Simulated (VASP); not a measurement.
Fe₃Ge (space group Fm-3m): computed properties

Level of theory: LDA (Ceperley-Alder, Perdew-Zunger), VASP's LDA PAW potentials (set 64) (plane waves; VASP).

For Fe$_{3}$Ge, the space group comes out as Fm-3m (225) and the cell is a = b = c = 5.5630 Å, α = β = γ = 90.00°. The volume per atom is 10.76 Å^3/atom, the band gap (over mesh and band path) comes out as none (metal, semimetal or under 0.01 eV) and the cell moment is 4.46 μB. The band gap with spin-orbit coupling is none (metallic). The density comes out as 9.27 g/cm³.

```cif
data_Fe12Ge4
_chemical_formula_sum 'Fe12 Ge4'
_space_group_name_H-M_alt 'Fm-3m'
_space_group_IT_number 225
_space_group_name_Hall '-F 4 2 3'
_cell_length_a 5.56297
_cell_length_b 5.56297
_cell_length_c 5.56297
_cell_angle_alpha 90.000
_cell_angle_beta 90.000
_cell_angle_gamma 90.000
loop_
_atom_site_label
_atom_site_type_symbol
_atom_site_symmetry_multiplicity
_atom_site_Wyckoff_symbol
_atom_site_fract_x
_atom_site_fract_y
_atom_site_fract_z
_atom_site_occupancy
Fe1 Fe 4 b 0.50000 0.50000 0.50000 1
Fe2 Fe 8 c 0.25000 0.25000 0.25000 1
Ge1 Ge 4 a 0.00000 0.00000 0.00000 1
```
(The calculation used a cell of 4 atoms; values per cell refer to that cell.)

The run has a spin-polarised start.

The structure comes from a computed database's Fe3Ge entry (Fm-3m); how it stands against other phases isn't given here. It was relaxed first, which changed the volume by -9 %. Symmetry was kept, so distortions that lower it aren't found.
